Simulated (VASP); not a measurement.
CsNb:

```xyz
2
Lattice="3.9877 0.0000 0.0000 0.0000 3.9877 0.0000 0.0000 0.0000 3.9877" Properties=species:S:1:pos:R:3 pbc="T T T"
Cs    0.0000    0.0000    0.0000
Nb    1.9939    1.9939    1.9939
```

The cell was built by a generator and needn't be a form met in nature.

```yaml
Program: VASP 6.6.1
Task: relaxation of cell and atoms
Functional: r2SCAN
Potentials_or_basis: VASP PAW PBE potentials, release 64 (Cs_sv, Nb_sv)
Cutoff: 600 eV
k_mesh: 9 × 9 × 9
Occupations: methfessel-paxton, width 0.1508 eV
Spin: no spin polarisation
```

At the start: pressure -2.9 GPa; volume 31.71 Å³/atom.

Task: How do energy, volume and symmetry change on relaxing?

Result: Over 5 steps the energy falls by 71.1 meV/atom and the volume is 25.80 Å³/atom (-18.6 %); space group Pm-3m (No. 221, to 0.05 Å).

The path:
| step | energy change (eV) | largest force (eV/Å) | pressure (GPa) | volume (Å³) |
| --- | --- | --- | --- | --- |
| 1 | 0.0000 | 0.0000 | -2.87 | 63.41 |
| 2 | -0.0839 | 0.0000 | -2.29 | 58.34 |
| 3 | -0.1393 | 0.0000 | -0.67 | 52.93 |
| 4 | -0.1417 | 0.0000 | 0.28 | 51.06 |
| 5 | -0.1422 | 0.0000 | 0.00 | 51.60 |

Final structure:
```
Cs Nb
1.0
     3.72291    0.00000    0.00000
     0.00000    3.72291    0.00000
     0.00000    0.00000    3.72291
Cs Nb
1 1
Direct
  0.00000 0.00000 0.00000
  0.50000 0.50000 0.50000
```

Caveat: the volume moved by over 15 % at a fixed basis, so the end points are rough; the PAW data sets were made with another functional, which shifts forces and pressure a little.
